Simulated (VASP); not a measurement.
**InAs (relaxed from the CsCl type structure, space group Pm-3m): computed properties**

The numbers are results of PBEsol GGA, VASP's PBE PAW potentials (set 64) (plane waves; VASP), not measurements.

```json
{
  "space_group": "Pm-3m (221)",
  "cell": "a = b = c = 3.507 Å, α = β = γ = 90.00°",
  "volume_per_atom": "21.57 Å^3/atom",
  "band gap (over mesh and band path)": "none (metal, semimetal or under 0.01 eV)",
  "density": "7.30 g/cm³"
}
```

```
CELL_PARAMETERS angstrom
      3.50705     0.00000     0.00000
      0.00000     3.50705     0.00000
      0.00000     0.00000     3.50705
ATOMIC_POSITIONS crystal
  In 0.00000 0.00000 0.00000
  As 0.50000 0.50000 0.50000
```

Unless said otherwise, spin-orbit coupling is left out, though it shifts the bands of the heavy elements here.

The structure was generated: InAs was put into the CsCl type type (Pm-3m), which need not be its known phase. It was relaxed first, which changed the volume by +10 %. Symmetry was kept, so distortions that lower it aren't found.
